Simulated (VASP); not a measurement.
All values below come from PBE GGA with D3 dispersion (Becke-Johnson damping), VASP's PBE PAW potentials (set 64) (plane waves; VASP).

VASP input:

**KPOINTS**
```
Automatic mesh
0
Gamma
8 8 1
0 0 0
```

### INCAR
```
SIGMA = 0.05   ! width (eV)
IBRION = 2
LMAXMIX = 4
LASPH = T   ! aspherical one-centre terms
LREAL = F
NELM = 100   ! most electronic steps
ENCUT = 400   ! plane-wave cut-off (eV)
LWAVE = F
ISMEAR = 0
ISIF = 2   ! forces and stress, cell fixed
GGA = PE   ! PBE
PREC = Normal
IVDW = 12   ! D3, Becke-Johnson
LCHARG = F
EDIFFG = -0.03   ! ionic stop
NELMIN = 4
NSW = 20
EDIFF = 1E-5   ! SCF stop (eV)
ALGO = Fast   ! Davidson, then RMM-DIIS
SYSTEM = Bi2Te3
```

POSCAR:
```
Bi2Te3
1.0
  4.3822550282   0.0000000000   0.0000000000
 -2.1911275141   3.7951439113   0.0000000000
  0.0000000000   0.0000000000  30.3875689809
Bi Te
6 9
Cart
 -0.0000021911   2.5300972059   8.1033618574
 -0.0000021911   2.5300972059   2.0258480612
  0.0000000000   0.0000000000  18.2325413885
  0.0000000000   0.0000000000  12.1550275924
  2.1911297052   1.2650467054  28.3617209197
  2.1911297052   1.2650467054  22.2842071235
  0.0000000000   0.0000000000   0.0000000000
  2.1911297052   1.2650467054   3.7477900451
  0.0000000000   0.0000000000   6.3813894860
  2.1911297052   1.2650467054  10.1291795311
 -0.0000021911   2.5300972059  13.8769999638
  2.1911297052   1.2650467054  16.5105690171
 -0.0000021911   2.5300972059  20.2583894498
  0.0000000000   0.0000000000  24.0061794949
 -0.0000021911   2.5300972059  26.6397789358
```

POTCAR, in this order: Bi_d Te (PBE.64 set). Program: vasp_std.

The run wrote:

OUTCAR:
```
 ion  position               nearest neighbor table
   1  0.333  0.667  0.267-   9 3.06   9 3.06   9 3.06  10 3.24  10 3.24  10 3.24
   2  0.333  0.667  0.067-   8 3.06   8 3.06   8 3.06   7 3.24   7 3.24   7 3.24
   3  0.000  0.000  0.600-  12 3.06  12 3.06  12 3.06  13 3.24  13 3.24  13 3.24
   4  0.000  0.000  0.400-  11 3.06  11 3.06  11 3.06  10 3.24  10 3.24  10 3.24
   5  0.667  0.333  0.933-  15 3.06  15 3.06  15 3.06   7 3.24   7 3.24   7 3.24
   6  0.667  0.333  0.733-  14 3.06  14 3.06  14 3.06  13 3.24  13 3.24  13 3.24
   7  0.000  0.000  0.000-   2 3.24   5 3.24   2 3.24   5 3.24   5 3.24   2 3.24
   8  0.667  0.333  0.123-   2 3.06   2 3.06   2 3.06   9 3.65   9 3.65   9 3.65
   9  0.000  0.000  0.210-   1 3.06   1 3.06   1 3.06   8 3.65   8 3.65   8 3.65
  10  0.667  0.333  0.333-   1 3.24   1 3.24   1 3.24   4 3.24   4 3.24   4 3.24
  11  0.333  0.667  0.457-   4 3.06   4 3.06   4 3.06  12 3.65  12 3.65  12 3.65
  12  0.667  0.333  0.543-   3 3.06   3 3.06   3 3.06  11 3.65  11 3.65  11 3.65
  13  0.333  0.667  0.667-   6 3.24   6 3.24   6 3.24   3 3.24   3 3.24   3 3.24
  14  0.000  0.000  0.790-   6 3.06   6 3.06   6 3.06  15 3.65  15 3.65  15 3.65
  15  0.333  0.667  0.877-   5 3.06   5 3.06   5 3.06  14 3.65  14 3.65  14 3.65
  LATTYP: Found a hexagonal cell.
 ALAT       =     4.3822550282
 C/A-ratio  =     6.9342310718
 Subroutine PRICEL returns following result:
  LATTYP: Found a trigonal (rhomboedric) cell.
 ALAT       =    10.4403864797
 COS(alpha) =     0.9119088783
 Subroutine GETGRP returns: Found 12 space group operations
The static configuration has the point symmetry D_3d.
...
```

**OSZICAR**
```
       N       E                     dE             d eps       ncg     rms          rms(c)
DAV:   1     0.133092237534E+04    0.13309E+04   -0.56217E+04  1736   0.136E+03
DAV:   2     0.113386970531E+03   -0.12175E+04   -0.11805E+04  1844   0.381E+02
DAV:   3    -0.463605667951E+02   -0.15975E+03   -0.15365E+03  2090   0.162E+02
DAV:   4    -0.552549281980E+02   -0.88944E+01   -0.87820E+01  1978   0.391E+01
DAV:   5    -0.557584009109E+02   -0.50347E+00   -0.50222E+00  2528   0.882E+00    0.134E+01
RMM:   6    -0.549342934090E+02    0.82411E+00   -0.18686E+00  1804   0.367E+00    0.836E+00
RMM:   7    -0.550167349243E+02   -0.82442E-01   -0.12994E+00  1817   0.227E+00    0.129E+00
RMM:   8    -0.549691397869E+02    0.47595E-01   -0.12821E-01  1910   0.175E+00    0.650E-01
RMM:   9    -0.549695139942E+02   -0.37421E-03   -0.55155E-02  2178   0.718E-01    0.206E-01
RMM:  10    -0.549695622062E+02   -0.48212E-04   -0.11910E-02  2094   0.416E-01    0.958E-02
RMM:  11    -0.549697514837E+02   -0.18928E-03   -0.33760E-03  2319   0.190E-01    0.450E-02
RMM:  12    -0.549697814510E+02   -0.29967E-04   -0.56407E-04  2196   0.734E-02    0.347E-02
RMM:  13    -0.549697815220E+02   -0.70955E-07   -0.11686E-04  1750   0.421E-02    0.158E-02
RMM:  14    -0.549697846797E+02   -0.31577E-05   -0.29504E-05  1131   0.240E-02
   1 F= -.61720677E+02 E0= -.61720677E+02  d E =-.617207E+02
       N       E                     dE             d eps       ncg     rms          rms(c)
DAV:   1    -0.549712344670E+02   -0.14529E-02   -0.44948E-01  1994   0.196E+00    0.125E-01
RMM:   2    -0.549721150493E+02   -0.88058E-03   -0.10742E-02  1885   0.459E-01    0.460E-02
RMM:   3    -0.549724409585E+02   -0.32591E-03   -0.34670E-03  2426   0.254E-01    0.401E-02
RMM:   4    -0.549724545025E+02   -0.13544E-04   -0.24950E-04  2140   0.625E-02    0.255E-02
RMM:   5    -0.549724532318E+02    0.12708E-05   -0.65974E-05  1457   0.300E-02
   2 F= -.61723482E+02 E0= -.61723481E+02  d E =-.280467E-02
       N       E                     dE             d eps       ncg     rms          rms(c)
DAV:   1    -0.549726104448E+02   -0.15594E-03   -0.17319E-01  1842   0.122E+00    0.845E-02
RMM:   2    -0.549729378129E+02   -0.32737E-03   -0.40790E-03  1883   0.286E-01    0.297E-02
RMM:   3    -0.549730639313E+02   -0.12612E-03   -0.13401E-03  2405   0.159E-01    0.229E-02
RMM:   4    -0.549730694169E+02   -0.54856E-05   -0.10168E-04  2032   0.398E-02    0.155E-02
RMM:   5    -0.549730679037E+02    0.15132E-05   -0.19789E-05  1038   0.185E-02
   3 F= -.61724177E+02 E0= -.61724176E+02  d E =-.349965E-02
```

**OUTCAR**
```
------------------------ aborting loop because EDIFF is reached ----------------------------------------
 Edisp (eV)   -6.75111
  FORCE on cell =-STRESS in cart. coord.  units (eV):
  Direction    XX          YY          ZZ          XY          YZ          ZX
  --------------------------------------------------------------------------------------
  Total       0.05432     0.05432    -0.14704     0.00000    -0.00000     0.00000
  in kB       0.17221     0.17221    -0.46614     0.00000    -0.00000     0.00000
  external pressure =       -0.04 kB  Pullay stress =        0.00 kB
  volume of cell :      505.38
      direct lattice vectors                 reciprocal lattice vectors
     4.382255028  0.000000000  0.000000000     0.228193018  0.131747310  0.000000000
    -2.191127514  3.795143911  0.000000000     0.000000000  0.263494619  0.000000000
     0.000000000  0.000000000 30.387568981     0.000000000  0.000000000  0.032908193
 POSITION                                       TOTAL-FORCE (eV/Angst)
 -----------------------------------------------------------------------------------
     -0.00000      2.53010      8.10826         0.000000      0.000000     -0.021290
     -0.00000      2.53010      2.02095        -0.000000     -0.000000      0.021290
      0.00000      0.00000     18.23744         0.000000      0.000000     -0.021290
      0.00000      0.00000     12.15013        -0.000000     -0.000000      0.021290
      2.19113      1.26505     28.36662         0.000000      0.000000     -0.021290
      2.19113      1.26505     22.27930        -0.000000     -0.000000      0.021290
     -0.00000      0.00000      0.00000         0.000000      0.000000      0.000000
      2.19113      1.26505      3.75534         0.000000     -0.000000      0.027523
      0.00000      0.00000      6.37384        -0.000000      0.000000     -0.027523
      2.19113      1.26505     10.12918         0.000000     -0.000000      0.000000
     -0.00000      2.53010     13.88455         0.000000      0.000000      0.027523
      2.19113      1.26505     16.50302        -0.000000     -0.000000     -0.027523
     -0.00000      2.53010     20.25839         0.000000      0.000000      0.000000
      0.00000      0.00000     24.01373         0.000000      0.000000      0.027523
     -0.00000      2.53010     26.63223        -0.000000      0.000000     -0.027523
 -----------------------------------------------------------------------------------
    total drift:                                0.000000      0.000000      0.000000
  FREE ENERGIE OF THE ION-ELECTRON SYSTEM (eV)
  ---------------------------------------------------
  free  energy   TOTEN  =       -61.7241768087 eV

  energy  without entropy=      -61.7241761532  energy(sigma->0) =      -61.72417648

 reached required accuracy - stopping structural energy minimisation
```
(Selected blocks of OUTCAR.)

**CONTCAR**
```
Bi2Te3
   1.00000000000000
     4.3822550282000003    0.0000000000000000    0.0000000000000000
    -2.1911275141000002    3.7951439112999998    0.0000000000000000
     0.0000000000000000    0.0000000000000000   30.3875689808999994
  Bi              Te
     6     9
Direct
     0.3333330000000032    0.6666669999999968    0.2668283287843262
     0.3333330000000032    0.6666669999999968    0.0665056712156745
     0.0000000000000000    0.0000000000000000    0.6001613287843295
     0.0000000000000000    0.0000000000000000    0.3998386712156706
     0.6666669999999968    0.3333330000000032    0.9334943287843256
     0.6666669999999968    0.3333330000000032    0.7331716712156737
     0.0000000000000000    0.0000000000000000    0.0000000000000000
     0.6666669999999968    0.3333330000000032    0.1235815795748947
     0.0000000000000000    0.0000000000000000    0.2097514204251085
     0.6666669999999968    0.3333330000000032    0.3333330000000032
     0.3333330000000032    0.6666669999999968    0.4569155795748954
     0.6666669999999968    0.3333330000000032    0.5430844204251047
     0.3333330000000032    0.6666669999999968    0.6666669999999968
     0.0000000000000000    0.0000000000000000    0.7902485795748914
     0.3333330000000032    0.6666669999999968    0.8764184204251054
```

The compound is Bi2Te3 in the tetradymite structure. This run relaxes the ions in a fixed cell. Symmetry was kept, so distortions that lower it aren't found.
